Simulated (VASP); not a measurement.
Calculation: PBEsol GGA, VASP's PBE PAW potentials (set 64) (plane waves; VASP).

Input for VASP

POSCAR:
```
Ti
1
    1.4191773288    -2.4580872930     0.0000000000
    1.4191773288     2.4580872930     0.0000000000
    0.0000000000     0.0000000000     4.4978624239
Ti
2
Direct
  0.3333330000   0.6666670000   0.2500000000
  0.6666670000   0.3333330000   0.7500000000
```

**KPOINTS**
```
Regular mesh
0
Gamma
  14 14 8
0 0 0
```

**INCAR**
```
ALGO = Normal
EDIFF = 1E-7
EDIFFG = -0.01
ENCUT = 520
GGA = PS
IBRION = 2
ISIF = 4
ISMEAR = 1
LASPH = .TRUE.
LCHARG = .FALSE.
LMAXMIX = 4
LREAL = .FALSE.
LWAVE = .FALSE.
NELM = 100
NSW = 30
PREC = Accurate
SIGMA = 0.1
SYSTEM = Ti
```

POTCAR, in this order: Ti_sv (PBE.64 set). Program: vasp_std.

What VASP printed:

File OUTCAR:
```
 ion  position               nearest neighbor table
   1  0.333  0.667  0.250-   2 2.78   2 2.78   2 2.78   2 2.78   2 2.78   2 2.78
   2  0.667  0.333  0.750-   1 2.78   1 2.78   1 2.78   1 2.78   1 2.78   1 2.78
  LATTYP: Found a hexagonal cell.
 ALAT       =     2.8383547049
 C/A-ratio  =     1.5846724217
 Subroutine PRICEL returns:
 Original cell was already a primitive cell.
 Subroutine GETGRP returns: Found 24 space group operations
The static configuration has the point symmetry D_3d.
 The point group associated with its full space group is D_6h.
The dynamic configuration has the point symmetry D_3d.
 Subroutine INISYM returns: Found 24 space group operations
 Subroutine IBZKPT returns following result:
 Found    120 irreducible k-points:

 Following reciprocal coordinates:
            Coordinates               Weight
  0.000000  0.000000  0.000000      1.000000
  0.071429  0.000000  0.000000      6.000000
  0.142857  0.000000  0.000000      6.000000
  0.214286  0.000000  0.000000      6.000000
  0.285714  0.000000  0.000000      6.000000
  0.357143  0.000000  0.000000      6.000000
  0.428571  0.000000  0.000000      6.000000
...
```

**OSZICAR**
```
       N       E                     dE             d eps       ncg     rms          rms(c)
DAV:   1     0.244983778084E+03    0.24498E+03   -0.13664E+04  3848   0.191E+03
DAV:   2     0.971714730483E+01   -0.23527E+03   -0.23380E+03  3912   0.496E+02
DAV:   3    -0.175902641698E+02   -0.27307E+02   -0.27008E+02  7560   0.136E+02
DAV:   4    -0.185830349917E+02   -0.99277E+00   -0.99266E+00  3896   0.281E+01
DAV:   5    -0.186359222055E+02   -0.52887E-01   -0.52887E-01  6256   0.449E+00    0.138E+01
DAV:   6    -0.166277834959E+02    0.20081E+01   -0.69979E+00  4560   0.322E+01    0.372E+00
DAV:   7    -0.166044613925E+02    0.23322E-01   -0.93131E-01  5752   0.854E+00    0.214E+00
DAV:   8    -0.166406363686E+02   -0.36175E-01   -0.26319E-01  4456   0.687E+00    0.809E-01
DAV:   9    -0.166302968922E+02    0.10339E-01   -0.57482E-02  4440   0.297E+00    0.846E-02
DAV:  10    -0.166307484823E+02   -0.45159E-03   -0.35131E-03  6040   0.473E-01    0.991E-02
DAV:  11    -0.166307635387E+02   -0.15056E-04   -0.22693E-04  4880   0.153E-01    0.348E-02
DAV:  12    -0.166307529790E+02    0.10560E-04   -0.43033E-05  5048   0.644E-02    0.410E-03
DAV:  13    -0.166307533516E+02   -0.37261E-06   -0.13337E-06  5016   0.110E-02    0.106E-03
DAV:  14    -0.166307534806E+02   -0.12899E-06   -0.16360E-07  3392   0.319E-03    0.495E-04
DAV:  15    -0.166307535591E+02   -0.78454E-07   -0.32229E-08  2288   0.165E-03
   1 F= -.16630754E+02 E0= -.16631374E+02  d E =-.166308E+02
```

### OUTCAR
```
------------------------ aborting loop because EDIFF is reached ----------------------------------------
  FORCE on cell =-STRESS in cart. coord.  units (eV):
  Direction    XX          YY          ZZ          XY          YZ          ZX
  --------------------------------------------------------------------------------------
  Total        1.5971752      1.5971753      1.5919635      0.0000000      0.0000000     -0.0000000
  in kB       81.5441867     81.5441904     81.2781007      0.0000000      0.0000000     -0.0000000
  external PRESSURE =      81.4554926 kB  Pullay stress =       0.0000000 kB
  volume of cell :       31.38
      direct lattice vectors                 reciprocal lattice vectors
     1.419177329 -2.458087293  0.000000000     0.352316789 -0.203410189  0.000000000
     1.419177329  2.458087293  0.000000000     0.352316789  0.203410189  0.000000000
     0.000000000  0.000000000  4.497862424     0.000000000  0.000000000  0.222327832
 POSITION                                       TOTAL-FORCE (eV/Angst)
 -----------------------------------------------------------------------------------
      1.41918      0.81936      1.12447        -0.000000      0.000000      0.000000
      1.41918     -0.81936      3.37340         0.000000     -0.000000      0.000000
 -----------------------------------------------------------------------------------
    total drift:                               -0.000000      0.001042     -0.000020
  FREE ENERGIE OF THE ION-ELECTRON SYSTEM (eV)
  ---------------------------------------------------
  free  energy   TOTEN  =       -16.6307535591 eV

  energy  without entropy=      -16.6326135403  energy(sigma->0) =      -16.63137355

 reached required accuracy - stopping structural energy minimisation
```
(Selected blocks of OUTCAR.)

OUTCAR:
```
 val. band max:        9.3288622790   @ k =   0.0714   0.0714   0.1250

 cond. band min:       9.3453686616   @ k =   0.0000   0.0000   0.3750


 Fermi energy:         9.3436150213

 k-point     1 :       0.0000    0.0000    0.0000
  band No.  band energies     occupation
      1     -47.1516      2.00000
      2     -46.9426      2.00000
      3     -23.9764      2.00000
      4     -23.0859      2.00000
      5     -23.0859      2.00000
      6     -22.9851      2.00000
      7     -22.9484      2.00000
      8     -22.9484      2.00000
      9       2.8861      2.00000
     10       6.3633      2.00000
     11      10.1434     -0.00000
     12      10.1434     -0.00000
     13      10.2799     -0.00000
     14      10.4151     -0.00000
     15      10.7234     -0.00000
     16      10.7234     -0.00000

 k-point     2 :       0.0714    0.0000    0.0000
  band No.  band energies     occupation
      1     -47.1439      2.00000
      2     -46.9395      2.00000
      3     -23.9606      2.00000
      4     -23.1187      2.00000
      5     -23.0968      2.00000
      6     -22.9916      2.00000
      7     -22.9825      2.00000
      8     -22.9524      2.00000
      9       3.0449      2.00000
     10       6.4900      2.00000
     11       9.8395     -0.00000
     12      10.0642     -0.00000
     13      10.2598     -0.00000
     14      10.5123     -0.00000
     15      10.6438     -0.00000
     16      10.8272     -0.00000

 k-point     3 :       0.1429    0.0000    0.0000
  band No.  band energies     occupation
      1     -47.1220      2.00000
      2     -46.9312      2.00000
      3     -23.9150      2.00000
      4     -23.2110      2.00000
      5     -23.1265      2.00000
      6     -23.0765      2.00000
      7     -23.0113      2.00000
      8     -22.9646      2.00000
      9       3.5040      2.00000
     10       6.8300      2.00000
     11       9.3572      0.77248
     12       9.3963      0.23103
     13      10.3955     -0.00000
...
```

The compound is Ti in the hcp structure. This cell is one point of a volume scan, at 0.94 of the reference volume.
